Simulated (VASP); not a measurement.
Set up this calculation in VASP 6.6.1, as the native input.

| Quantity | Value |
| --- | --- |
| Task | relaxation of cell and atoms |
| Functional | r2SCAN |
| Potentials or basis | VASP PAW PBE potentials, release 64 (B, N) |
| Cutoff | 600 eV |
| k mesh | 12 × 12 × 12 |
| Occupations | gaussian, width 0.02 eV |
| Spin | no spin polarisation |
| Further INCAR settings | ALGO = Normal; EDIFF = 1e-07; IBRION = 2; EDIFFG = -0.005; NSW = 90; ISIF = 3 |

The structure of BN lies in POSCAR:

```
BN
1.0
    0.0000000000      1.8130010000      1.8130010000
    1.8130010000      0.0000000000      1.8130010000
    1.8130010000      1.8130010000      0.0000000000
B N
1 1
Direct
    0.0000000000      0.0000000000      0.0000000000
    0.2500000000      0.2500000000      0.2500000000
```

The cell is a database's computed one.

One way to write it, as run:

INCAR

```
PREC     = Accurate       # precision mode
ENCUT    = 600            # plane-wave cutoff, eV
EDIFF    = 1E-7           # SCF threshold, eV
ISMEAR   = 0              # smearing method
SIGMA    = 0.02           # smearing width, eV
LREAL    = F              # projectors in reciprocal space
LASPH    = T              # aspherical terms in the spheres
NELM     = 80             # most SCF steps
ALGO     = Normal         # electronic algorithm
ISIF     = 3              # what is computed and relaxed
LWAVE    = F              # write WAVECAR
LCHARG   = F              # write CHGCAR
METAGGA  = R2SCAN         # meta-GGA
LMIXTAU  = T            
IBRION   = 2              # ionic algorithm
NSW      = 90             # ionic steps
EDIFFG   = -0.005         # ionic threshold
```

KPOINTS

```
regular mesh
0
Gamma
  12 12 12
```

Potentials or basis: VASP PAW PBE potentials, release 64 (B, N).

Launch:

```sh
$ cat potpaw_PBE.64/B/POTCAR potpaw_PBE.64/N/POTCAR > POTCAR
$ mpirun -np 1 vasp_std > vasp.out
```

It gave:

```yaml
Relaxed_volume: 5.90 Å³/atom
Relaxed_cell: a = 2.555 Å, b = 2.555 Å, c = 2.555 Å, α = 60.00°, β = 60.00°, γ = 60.00°
Space_group_after_relaxing_to_0.05_Å: F-43m (No. 216)
Energy_gained_by_relaxing: 0.8 meV/atom
Ionic_steps: 3
Pressure_after_relaxing: 0.0 GPa
Band_gap_on_the_k_mesh: 4.98 eV, indirect (least direct gap 9.53 eV)
```

Caveat: the PAW data sets were made with another functional, which shifts forces and pressure a little.

Run time: 80 s on 1 thread of Intel(R) Xeon(R) Platinum 8259CL CPU @ 2.50GHz (Skylake/Cascade Lake) (shared host), peak memory 0.12 GiB.
